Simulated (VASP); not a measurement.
VASP input:

INCAR:
```
SYSTEM = C
PREC = Accurate
ENCUT = 520
EDIFF = 1E-6
NELM = 100
ALGO = Normal
LREAL = .FALSE.
LASPH = .TRUE.
ISMEAR = 0
SIGMA = 0.05
GGA = CX
LUSE_VDW = .TRUE.
AGGAC = 0.0
LWAVE = .FALSE.
LCHARG = .FALSE.
IBRION = 2
ISIF = 3
NSW = 60
EDIFFG = -0.02
```

File POSCAR:
```
C
1.0
  1.2307166181  -2.1316632181   0.0000000000
  1.2307166181   2.1316632181   0.0000000000
  0.0000000000   0.0000000000   7.1929605768
C
4
Cartesian
  0.0000000000   0.0000000000   1.7982401442
  0.0000000000   0.0000000000   5.3947204326
  1.2307166181   0.7105558271   1.7982401442
  1.2307166181  -0.7105558271   5.3947204326
```

**KPOINTS**
```
Automatic mesh
0
Gamma
9 9 3
0 0 0
```

POTCAR, in this order: C (PBE.64 set). Program: vasp_std.

Write an equivalent input for Quantum ESPRESSO's pw.x.

One equivalent input (not run):
```
&CONTROL
  calculation = 'vc-relax'
  pseudo_dir = './pseudo'
  outdir = './out'
  tprnfor = .true.
  tstress = .true.
  nstep = 60
  forc_conv_thr = 0.00078
/
&SYSTEM
  ibrav = 0
  nat = 4
  ntyp = 1
  ecutwfc = 82
  occupations = 'smearing'
  smearing = 'gaussian'
  degauss = 0.003675
  input_dft = 'vdw-df-cx'
/
&ELECTRONS
  conv_thr = 7.3e-08
  electron_maxstep = 100
/
&IONS
/
&CELL
/
ATOMIC_SPECIES
  C 12.011 C.upf
CELL_PARAMETERS angstrom
     1.2307166   -2.1316632    0.0000000
     1.2307166    2.1316632    0.0000000
     0.0000000   -0.0000000    7.1929606
ATOMIC_POSITIONS crystal
  C    0.0000000  0.0000000  0.2500000
  C    0.0000000  0.0000000  0.7500000
  C    0.3333330  0.6666670  0.2500000
  C    0.6666670  0.3333330  0.7500000
K_POINTS automatic
  9 9 3 0 0 0
```
What does not carry over: the potentials are each code's own (VASP's PAW set, PseudoDojo norm-conserving files in pw.x), so ENCUT and ecutwfc are chosen apart and not converted; conv_thr bounds pw.x's estimated SCF error, while EDIFF bounds the energy change between steps; forc_conv_thr acts on force components and is met together with etot_conv_thr.

The compound is C in the graphite structure. This run relaxes it. Symmetry was kept, so distortions that lower it aren't found. The k-mesh is coarse (spacing up to 0.33 per Å, 2π included), so the numbers may not be converged in it. The start is the result of an earlier pass.
